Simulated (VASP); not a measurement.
These are PBEsol GGA, VASP's PBE PAW potentials (set 64) (plane waves; VASP) values and carry that method's errors.

VASP input:

INCAR:
```
# general
SYSTEM  = RuS
PREC    = Accurate
ENCUT   = 400
LREAL   = .FALSE.
LASPH   = .TRUE.

# electronic loop
EDIFF   = 1E-6
NELM    = 100
ALGO    = Normal
LMAXMIX = 4

# smearing
ISMEAR  = 1
SIGMA   = 0.1

# functional
GGA     = PS

# ions
IBRION  = 2
NSW     = 60
ISIF    = 3
EDIFFG  = -0.01

# output
LWAVE   = .FALSE.
LCHARG  = .FALSE.
```

File POSCAR:
```
RuS
1
    0.0000000000     2.7108000000     2.7108000000
    2.7108000000     0.0000000000     2.7108000000
    2.7108000000     2.7108000000     0.0000000000
Ru S
1 1
Direct
  0.0000000000   0.0000000000   0.0000000000
  0.5000000000   0.5000000000   0.5000000000
```

File KPOINTS:
```
Automatic mesh
0
Gamma
11 11 11
0 0 0
```

POTCAR, in this order: Ru_pv S (PBE.64 set). Program: vasp_std.

What VASP printed:

File OUTCAR:
```
 ion  position               nearest neighbor table
   1  0.000  0.000  0.000-   2 2.71   2 2.71   2 2.71   2 2.71   2 2.71   2 2.71
   2  0.500  0.500  0.500-   1 2.71   1 2.71   1 2.71   1 2.71   1 2.71   1 2.71
  LATTYP: Found a face centered cubic cell.
 ALAT       =     5.4216000000
 Subroutine PRICEL returns:
 Original cell was already a primitive cell.
 Subroutine GETGRP returns: Found 48 space group operations
The static configuration has the point symmetry O_h .
The dynamic configuration has the point symmetry O_h .
 Subroutine INISYM returns: Found 48 space group operations
 Subroutine IBZKPT returns following result:
 Found     56 irreducible k-points:

 Following reciprocal coordinates:
            Coordinates               Weight
  0.000000  0.000000  0.000000      1.000000
  0.090909  0.000000  0.000000      8.000000
  0.181818  0.000000  0.000000      8.000000
  0.272727  0.000000  0.000000      8.000000
  0.363636  0.000000  0.000000      8.000000
  0.454545  0.000000  0.000000      8.000000
  0.090909  0.090909  0.000000      6.000000
  0.181818  0.090909  0.000000     24.000000
  0.272727  0.090909  0.000000     24.000000
  0.363636  0.090909  0.000000     24.000000
  0.454545  0.090909  0.000000     24.000000
 -0.454545  0.090909  0.000000     24.000000
 -0.363636  0.090909  0.000000     24.000000
 -0.272727  0.090909  0.000000     24.000000
 -0.181818  0.090909  0.000000     24.000000
 -0.090909  0.090909  0.000000     12.000000
  0.181818  0.181818  0.000000      6.000000
  0.272727  0.181818  0.000000     24.000000
  0.363636  0.181818  0.000000     24.000000
  0.454545  0.181818  0.000000     24.000000
 -0.454545  0.181818  0.000000     24.000000
 -0.363636  0.181818  0.000000     24.000000
 -0.272727  0.181818  0.000000     24.000000
 -0.181818  0.181818  0.000000     12.000000
  0.272727  0.272727  0.000000      6.000000
  0.363636  0.272727  0.000000     24.000000
  0.454545  0.272727  0.000000     24.000000
 -0.454545  0.272727  0.000000     24.000000
 -0.363636  0.272727  0.000000     24.000000
 -0.272727  0.272727  0.000000     12.000000
  0.363636  0.363636  0.000000      6.000000
  0.454545  0.363636  0.000000     24.000000
 -0.454545  0.363636  0.000000     24.000000
 -0.363636  0.363636  0.000000     12.000000
  0.454545  0.454545  0.000000      6.000000
 -0.454545  0.454545  0.000000     12.000000
  0.272727  0.181818  0.090909     24.000000
  0.363636  0.181818  0.090909     48.000000
  0.454545  0.181818  0.090909     48.000000
 -0.454545  0.181818  0.090909     48.000000
   k-points           NKPTS =     56   k-points in BZ     NKDIM =     56   number of bands    NBANDS=     14
   number of dos      NEDOS =    301   number of ions     NIONS =      2
   total plane-waves  NPLWV =  21952
   dimension x,y,z NGX =    28 NGY =   28 NGZ =   28
   dimension x,y,z NGXF=    56 NGYF=   56 NGZF=   56
   ions per type =               1   1
   PREC   = accura    normal or accurate (medium, high low for compatibility)
   ISTART =      0    job   : 0-new  1-cont  2-samecut
   ICHARG =      2    charge: 1-file 2-atom 10-const
   ISPIN  =      1    spin polarized calculation?
   LNONCOLLINEAR =      F non collinear calculations
   LSORBIT =      F    spin-orbit coupling
   INIWAV =      1    electr: 0-lowe 1-rand  2-diag
   ENCUT  =  400.0 eV  29.40 Ry    5.42 a.u.   6.25  6.25  6.25*2*pi/ulx,y,z
   NELM   =    100;   NELMIN=  2; NELMDL= -5     # of ELM steps
   EDIFF  = 0.1E-05   stopping-criterion for ELM
   LREAL  =      F    real-space projection
   NLSPLINE    = F    spline interpolate recip. space projectors
   LMAXMIX     =    4 max onsite mixed and CHGCAR
...
```

**OSZICAR**
```
       N       E                     dE             d eps       ncg     rms          rms(c)
DAV:   1     0.103072379197E+03    0.10307E+03   -0.10207E+04  1808   0.109E+03
DAV:   2    -0.977650423547E+01   -0.11285E+03   -0.11070E+03  1862   0.287E+02
DAV:   3    -0.129375926293E+02   -0.31611E+01   -0.31135E+01  1940   0.483E+01
DAV:   4    -0.129754632367E+02   -0.37871E-01   -0.37837E-01  1948   0.533E+00
DAV:   5    -0.129763596806E+02   -0.89644E-03   -0.89641E-03  2032   0.728E-01    0.814E+00
DAV:   6    -0.127201599882E+02    0.25620E+00   -0.31363E+00  1658   0.164E+01    0.498E+00
DAV:   7    -0.125371091216E+02    0.18305E+00   -0.59921E-01  1678   0.785E+00    0.285E+00
DAV:   8    -0.125259858175E+02    0.11123E-01   -0.57541E-02  1760   0.187E+00    0.373E-01
DAV:   9    -0.125255944509E+02    0.39137E-03   -0.18288E-03  1934   0.404E-01    0.177E-01
DAV:  10    -0.125256090848E+02   -0.14634E-04   -0.26278E-04  1910   0.160E-01    0.414E-02
DAV:  11    -0.125256123130E+02   -0.32282E-05   -0.61342E-06  1940   0.238E-02    0.100E-02
DAV:  12    -0.125256127245E+02   -0.41154E-06   -0.62042E-07  1144   0.563E-03
   1 F= -.12525613E+02 E0= -.12521447E+02  d E =-.125256E+02
       N       E                     dE             d eps       ncg     rms          rms(c)
DAV:   1    -0.974819110895E+02   -0.84956E+02   -0.16451E+03  1580   0.423E+02    0.138E+02
DAV:   2    -0.190067655966E+02    0.78475E+02   -0.24202E+02  1604   0.199E+02    0.287E+01
DAV:   3    -0.139786133820E+02    0.50282E+01   -0.88701E+00  1844   0.296E+01    0.160E+01
DAV:   4    -0.127790158137E+02    0.11996E+01   -0.70446E+00  1724   0.247E+01    0.146E+01
DAV:   5    -0.127981668714E+02   -0.19151E-01   -0.18877E-01  2054   0.467E+00    0.111E+01
DAV:   6    -0.128628271705E+02   -0.64660E-01   -0.14156E-01  1814   0.351E+00    0.431E+00
DAV:   7    -0.128524166225E+02    0.10411E-01   -0.45581E-02  1940   0.251E+00    0.457E-01
DAV:   8    -0.128525895276E+02   -0.17291E-03   -0.23711E-03  1766   0.388E-01    0.280E-01
DAV:   9    -0.128525720439E+02    0.17484E-04   -0.19535E-04  2048   0.117E-01    0.266E-01
DAV:  10    -0.128525365706E+02    0.35473E-04   -0.75001E-05  1954   0.979E-02    0.463E-02
DAV:  11    -0.128525334668E+02    0.31037E-05   -0.76525E-06  1716   0.213E-02    0.272E-02
DAV:  12    -0.128525317469E+02    0.17199E-05   -0.21827E-06  1662   0.941E-03    0.789E-03
DAV:  13    -0.128525315285E+02    0.21843E-06   -0.21621E-07   916   0.327E-03
   2 F= -.12852532E+02 E0= -.12853438E+02  d E =-.326919E+00
       N       E                     dE             d eps       ncg     rms          rms(c)
DAV:   1    -0.321077330981E+02   -0.19255E+02   -0.33379E+02  1610   0.246E+02    0.423E+01
DAV:   2    -0.188123702677E+02    0.13295E+02   -0.16437E+02  1616   0.126E+02    0.266E+01
DAV:   3    -0.143669879457E+02    0.44454E+01   -0.10262E+01  1648   0.309E+01    0.188E+01
DAV:   4    -0.139723498204E+02    0.39464E+00   -0.17191E+00  1724   0.850E+00    0.937E+00
DAV:   5    -0.140712300697E+02   -0.98880E-01   -0.42225E-01  1820   0.684E+00    0.477E+00
DAV:   6    -0.139938235011E+02    0.77407E-01   -0.40742E-01  1754   0.603E+00    0.165E+00
DAV:   7    -0.139921066969E+02    0.17168E-02   -0.17671E-02  1922   0.124E+00    0.110E+00
DAV:   8    -0.139906519877E+02    0.14547E-02   -0.32018E-03  1888   0.370E-01    0.593E-01
DAV:   9    -0.139901370040E+02    0.51498E-03   -0.45684E-03  1802   0.674E-01    0.200E-01
DAV:  10    -0.139900588926E+02    0.78111E-04   -0.18801E-04  1712   0.133E-01    0.168E-01
DAV:  11    -0.139900076241E+02    0.51268E-04   -0.52531E-05  1856   0.448E-02    0.796E-02
DAV:  12    -0.139899683389E+02    0.39285E-04   -0.10534E-04  1796   0.842E-02    0.177E-02
DAV:  13    -0.139899687499E+02   -0.41098E-06   -0.52065E-06  1874   0.180E-02
   3 F= -.13989969E+02 E0= -.13990538E+02  d E =-.146436E+01
       N       E                     dE             d eps       ncg     rms          rms(c)
DAV:   1    -0.140223947013E+02   -0.32426E-01   -0.54401E-01  1586   0.916E+00    0.152E+00
DAV:   2    -0.139984348071E+02    0.23960E-01   -0.15863E-01  1586   0.448E+00    0.504E-01
DAV:   3    -0.139935113955E+02    0.49234E-02   -0.11310E-02  1634   0.115E+00    0.186E-01
DAV:   4    -0.139931419609E+02    0.36943E-03   -0.32508E-03  1634   0.452E-01    0.982E-02
DAV:   5    -0.139931684492E+02   -0.26488E-04   -0.14137E-04  1940   0.101E-01    0.579E-02
DAV:   6    -0.139931847555E+02   -0.16306E-04   -0.45615E-05  1760   0.556E-02    0.136E-02
DAV:   7    -0.139931828504E+02    0.19051E-05   -0.38827E-06  2018   0.176E-02    0.781E-03
DAV:   8    -0.139931825558E+02    0.29465E-06   -0.16384E-07   910   0.344E-03
   4 F= -.13993183E+02 E0= -.13993851E+02  d E =-.146757E+01
       N       E                     dE             d eps       ncg     rms          rms(c)
DAV:   1    -0.140087143690E+02   -0.15532E-01   -0.28545E-01  1592   0.665E+00    0.111E+00
DAV:   2    -0.139960142189E+02    0.12700E-01   -0.81304E-02  1574   0.322E+00    0.356E-01
DAV:   3    -0.139936026752E+02    0.24115E-02   -0.55563E-03  1622   0.805E-01    0.137E-01
DAV:   4    -0.139934143816E+02    0.18829E-03   -0.16552E-03  1652   0.328E-01    0.707E-02
DAV:   5    -0.139934302859E+02   -0.15904E-04   -0.63257E-05  1946   0.676E-02    0.412E-02
DAV:   6    -0.139934408251E+02   -0.10539E-04   -0.22000E-05  1754   0.382E-02    0.950E-03
DAV:   7    -0.139934397063E+02    0.11188E-05   -0.18764E-06  1754   0.126E-02    0.526E-03
DAV:   8    -0.139934394868E+02    0.21951E-06   -0.17651E-07   826   0.351E-03
   5 F= -.13993439E+02 E0= -.13994175E+02  d E =-.146783E+01
       N       E                     dE             d eps       ncg     rms          rms(c)
DAV:   1    -0.140039376232E+02   -0.10498E-01   -0.19925E-01  1586   0.558E+00    0.899E-01
DAV:   2    -0.139950050495E+02    0.89326E-02   -0.54353E-02  1574   0.266E+00    0.289E-01
DAV:   3    -0.139934706058E+02    0.15344E-02   -0.36232E-03  1622   0.643E-01    0.122E-01
DAV:   4    -0.139933387735E+02    0.13183E-03   -0.10797E-03  1682   0.286E-01    0.571E-02
DAV:   5    -0.139933455909E+02   -0.68174E-05   -0.24605E-05  2048   0.439E-02    0.317E-02
DAV:   6    -0.139933459246E+02   -0.33374E-06   -0.10500E-05  1760   0.248E-02    0.603E-03
DAV:   7    -0.139933462329E+02   -0.30825E-06   -0.93627E-07  1336   0.885E-03
   6 F= -.13993346E+02 E0= -.13994025E+02  d E =0.932539E-04
       N       E                     dE             d eps       ncg     rms          rms(c)
DAV:   1    -0.139971121913E+02   -0.37663E-02   -0.66761E-02  1592   0.322E+00    0.531E-01
DAV:   2    -0.139941260025E+02    0.29862E-02   -0.18729E-02  1574   0.155E+00    0.170E-01
DAV:   3    -0.139935841392E+02    0.54186E-03   -0.12612E-03  1622   0.382E-01    0.675E-02
DAV:   4    -0.139935425328E+02    0.41606E-04   -0.37674E-04  1658   0.160E-01    0.337E-02
DAV:   5    -0.139935476940E+02   -0.51612E-05   -0.12167E-05  1976   0.298E-02    0.193E-02
DAV:   6    -0.139935515336E+02   -0.38396E-05   -0.46081E-06  1754   0.173E-02    0.426E-03
DAV:   7    -0.139935511333E+02    0.40028E-06   -0.38937E-07   892   0.596E-03
   7 F= -.13993551E+02 E0= -.13994263E+02  d E =-.111646E-03
```

OUTCAR:
```
------------------------ aborting loop because EDIFF is reached ----------------------------------------
  FORCE on cell =-STRESS in cart. coord.  units (eV):
  Direction    XX          YY          ZZ          XY          YZ          ZX
  --------------------------------------------------------------------------------------
  Total        0.0009558      0.0009558      0.0009558     -0.0000000     -0.0000000      0.0000000
  in kB        0.0541475      0.0541475      0.0541475     -0.0000000     -0.0000000      0.0000000
  external PRESSURE =       0.0541475 kB  Pullay stress =       0.0000000 kB
  volume of cell :       28.28
      direct lattice vectors                 reciprocal lattice vectors
    -0.000000000  2.418194512  2.418194512    -0.206765832  0.206765832  0.206765832
     2.418194512 -0.000000000  2.418194512     0.206765832 -0.206765832  0.206765832
     2.418194512  2.418194512 -0.000000000     0.206765832  0.206765832 -0.206765832
 POSITION                                       TOTAL-FORCE (eV/Angst)
 -----------------------------------------------------------------------------------
     -0.00000      0.00000      0.00000         0.000000     -0.000000      0.000000
      2.41819      2.41819      2.41819        -0.000000      0.000000     -0.000000
 -----------------------------------------------------------------------------------
    total drift:                               -0.000000      0.000000      0.000000
  FREE ENERGIE OF THE ION-ELECTRON SYSTEM (eV)
  ---------------------------------------------------
  free  energy   TOTEN  =       -13.9935511333 eV

  energy  without entropy=      -13.9956881553  energy(sigma->0) =      -13.99426347

 reached required accuracy - stopping structural energy minimisation
```
(Selected blocks of OUTCAR.)

**CONTCAR**
```
RuS
   1.00000000000000
    -0.0000000000000000    2.4181945120454014    2.4181945120454014
     2.4181945120454009   -0.0000000000000000    2.4181945120454014
     2.4181945120454009    2.4181945120454014   -0.0000000000000000
  Ru              S
     1     1
Direct
     0.0000000000000000    0.0000000000000000    0.0000000000000000
     0.5000000000000000    0.5000000000000000    0.5000000000000000
```

### OUTCAR
```
 val. band max:       10.8169897994   @ k =  -0.4545   0.3636   0.1818

 cond. band min:      10.8594201781   @ k =  -0.4545   0.0909   0.0000


 Fermi energy:        10.8238079505

 k-point     1 :       0.0000    0.0000    0.0000
  band No.  band energies     occupation
      1     -31.5009      2.00000
      2     -31.5009      2.00000
      3     -31.5009      2.00000
      4      -5.2604      2.00000
      5       8.1857      2.00000
      6       8.1857      2.00000
      7       8.1857      2.00000
      8       8.3128      2.00000
      9       8.3128      2.00000
     10       8.6954      2.00000
     11       8.6954      2.00000
     12       8.6954      2.00000
     13      15.4369      0.00000
     14      21.0813      0.00000

 k-point     2 :       0.0909    0.0000    0.0000
  band No.  band energies     occupation
      1     -31.5095      2.00000
      2     -31.5020      2.00000
      3     -31.5020      2.00000
      4      -5.1359      2.00000
      5       7.2911      2.00000
      6       7.2911      2.00000
      7       7.3117      2.00000
      8       8.3209      2.00000
      9       8.3209      2.00000
     10       9.1123      2.00000
     11       9.8614      2.00000
     12       9.8614      2.00000
     13      15.9566      0.00000
     14      20.8676      0.00000

 k-point     3 :       0.1818    0.0000    0.0000
  band No.  band energies     occupation
      1     -31.5324      2.00000
      2     -31.5048      2.00000
      3     -31.5048      2.00000
      4      -4.7793      2.00000
      5       5.9239      2.00000
      6       6.3121      2.00000
      7       6.3121      2.00000
      8       8.6565      2.00000
      9       8.6565      2.00000
     10       9.4840      2.00000
     11      11.3070     -0.00000
     12      11.3070     -0.00000
     13      16.9438      0.00000
     14      20.1569      0.00000

 k-point     4 :       0.2727    0.0000    0.0000
  band No.  band energies     occupation
...
```

Energy and stress use the plane-wave basis of the starting cell.

The structure was generated: RuS was put into the rock salt type (Fm-3m), which need not be its known phase. This run relaxes it. Symmetry was kept, so distortions that lower it aren't found.
